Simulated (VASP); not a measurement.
Input:

```yaml
crystal:
  lattice:
    - [-2.66042, 2.66042, 4.52121]
    - [2.66042, -2.66042, 4.52121]
    - [2.66042, 2.66042, -4.52121]
  atoms:
    - { symbol: Ge, position: [0.50000, 0.50000, 0.00000] }
    - { symbol: Ge, position: [0.25000, 0.75000, 0.50000] }
    - { symbol: Se, position: [0.21901, 0.21901, 0.00000] }
    - { symbol: Se, position: [0.96901, 0.46901, 0.50000] }
    - { symbol: Se, position: [0.53099, 0.03099, 0.50000] }
    - { symbol: Se, position: [0.78099, 0.78099, 0.00000] }
```

Calculation: PBEsol GGA with spin-orbit coupling, VASP's PBE PAW potentials (set 64) (plane waves; VASP). Settings: 400 eV cut-off, 7×7×7 Γ-centred mesh, Gaussian smearing of 0.050 eV, potentials Ge_d Se.

**Question.** Give the energies of bands 43 to 56 at the high-symmetry points, in eV from the Fermi level.

**Answer.** 
```tsv
band	Γ	X	P	N	M	S	R
43	-3.02	-1.68	-1.44	-2.04	-3.02	-2.89	-2.05
44	-3.02	-1.68	-1.44	-2.04	-3.02	-2.89	-2.05
45	-2.89	-0.67	-1.32	-1.67	-1.92	-2.44	-0.80
46	-2.89	-0.67	-1.32	-1.67	-1.92	-2.44	-0.80
47	-1.76	-0.67	-1.28	-1.25	-1.92	-0.56	-0.77
48	-1.76	-0.67	-1.28	-1.25	-1.92	-0.56	-0.77
49	-0.82	-0.12	-0.80	-0.87	-1.21	-0.36	-0.34
50	-0.82	-0.12	-0.80	-0.87	-1.21	-0.36	-0.34
51	0.53	-0.12	-0.63	-0.33	-1.21	-0.26	-0.31
52	0.53	-0.12	-0.63	-0.33	-1.21	-0.26	-0.31
53	0.60	0.46	0.91	0.74	-0.10	-0.04	0.89
54	0.60	0.46	0.91	0.74	-0.10	-0.04	0.89
55	0.86	0.46	0.93	1.07	-0.10	1.20	0.89
56	0.86	0.46	0.93	1.07	-0.10	1.20	0.89
```

It has no gap at this level: it comes out as a metal or semimetal.

The structure was generated: GeSe2 was put into the anatase type (I4_1/amd), which need not be its known phase. It was relaxed first, which changed the volume by -9 %.
